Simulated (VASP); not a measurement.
A run of VASP 6.6.1 is set up as follows.

File run.py:

```python
from ase.calculators.vasp import Vasp
from ase.dft.bandgap import bandgap
from ase.io import read

atoms = read('Mg6TiCo.cif')
atoms.set_initial_magnetic_moments([2.0, 1.0, 0.0, 0.0, 0.0, 0.0, 0.0, 0.0])
calc = Vasp(
    directory='calc',
    xc='pbe',
    pp='PBE',
    setups='recommended',
    prec='Accurate',
    encut=520,
    ediff=1e-06,
    ismear=1,
    sigma=0.01,
    lreal=False,
    lasph=True,
    nelm=100,
    algo='Normal',
    isif=2,
    lwave=False,
    lcharg=False,
    ispin=2,
    lorbit=11,
    lmaxmix=4,
    ldautype=2,
    ldauprint=1,
    ivdw=1,
    ldau_luj={'Co': {'L': 2, 'U': 3.5, 'J': 1.0}, 'Ti': {'L': 2, 'U': 5, 'J': 1.0}},
    kpts=[5, 4, 4],
    gamma=True,
)
atoms.calc = calc

print('energy (eV):', atoms.get_potential_energy())
print('free energy (eV):', atoms.get_potential_energy(force_consistent=True))
print('forces (eV/A):')
print(atoms.get_forces())
print('stress (eV/A^3, Voigt):', atoms.get_stress())
print('Fermi level (eV):', calc.get_fermi_level())
print('moment (muB):', atoms.get_magnetic_moment())
print('site moments (muB):', atoms.get_magnetic_moments())
gap, top, bottom = bandgap(calc)
print('band gap (eV):', gap, 'from (spin, k, band)', top, 'to', bottom)
```

File Mg6TiCo.cif:

```cif
data_Mg6TiCo
_cell_length_a 4.71660500
_cell_length_b 6.27365810
_cell_length_c 6.27365810
_cell_angle_alpha 57.51687424
_cell_angle_beta 90.00000000
_cell_angle_gamma 90.00000000
_space_group_name_H-M_alt 'P1'
_space_group_name_Hall 'P 1'
_space_group_IT_number 1
loop_
_space_group_symop_operation_xyz
'x,y,z'
loop_
_atom_site_label
_atom_site_type_symbol
_atom_site_symmetry_multiplicity
_atom_site_Wyckoff_symbol
_atom_site_fract_x
_atom_site_fract_y
_atom_site_fract_z
_atom_site_occupancy
Co1 Co 1 a 0.0000000000 0.8000340000 0.8000340000 1
Ti1 Ti 1 a 0.5000000000 0.6925340000 0.6925340000 1
Mg1 Mg 1 a 0.5000000000 0.1669990000 0.1669990000 1
Mg2 Mg 1 a 0.5000000000 0.1612110000 0.6820810000 1
Mg3 Mg 1 a 0.5000000000 0.6820810000 0.1612110000 1
Mg4 Mg 1 a 0.0000000000 0.3289710000 0.3289710000 1
Mg5 Mg 1 a 0.0000000000 0.3441190000 0.8240530000 1
Mg6 Mg 1 a 0.0000000000 0.8240530000 0.3441190000 1
```

Potentials or basis: VASP PAW PBE potentials, release 64 (Co, Ti_sv, Mg).

Command:

```sh
$ python run.py
```

Task: Estimate the pressure.

Result: 0.1 GPa.

Task: Estimate the largest force.

Result: 0.879 eV/Å.

Task: Predict the site moments.

Result: Co +1.85; Ti -1.30; Mg +0.01, +0.00 μB.

Stress tensor (GPa, compression positive):
```
 1.36  0.00  0.00
 0.00 -0.60 -0.03
 0.00 -0.03 -0.57
```

Caveat: atom-pairwise D2, TS and ULG terms overbind metals; pairwise dispersion overbinds metals, which lowers pressure and volume; the U is typed as a test and isn't derived for this compound. The state reached can hang on the start; a lower one may exist.
